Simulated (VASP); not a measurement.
Data:

```yaml
crystal:
  lattice:
    - [0.00000, 2.39671, 2.39671]
    - [2.39671, 0.00000, 2.39671]
    - [2.39671, 2.39671, 0.00000]
  atoms:
    - { symbol: Zr, position: [0.00000, 0.00000, 0.00000] }
    - { symbol: C, position: [0.50000, 0.50000, 0.50000] }
```

Method: vdW-DF2, VASP's PBE PAW potentials (set 64) (plane waves; VASP 6.6.1). Numerical set-up: 520 eV cut-off, 15×15×15 Γ-centred mesh, tetrahedra with Blöchl corrections, potentials Zr_sv C.

Problem. Estimate the energy per atom (σ→0), band gap (on the k-mesh) with the smallest direct gap where there is one.

Solution. 
- band gap (on the k-mesh) = none (metal, semimetal or under 0.01 eV)
- energy per atom (σ→0) = -7.213 eV/atom

Total energies compare only between runs with the same potentials, cut-off and functional.

The compound is ZrC in the rock salt structure. It was relaxed first, which changed the volume by +6 %.
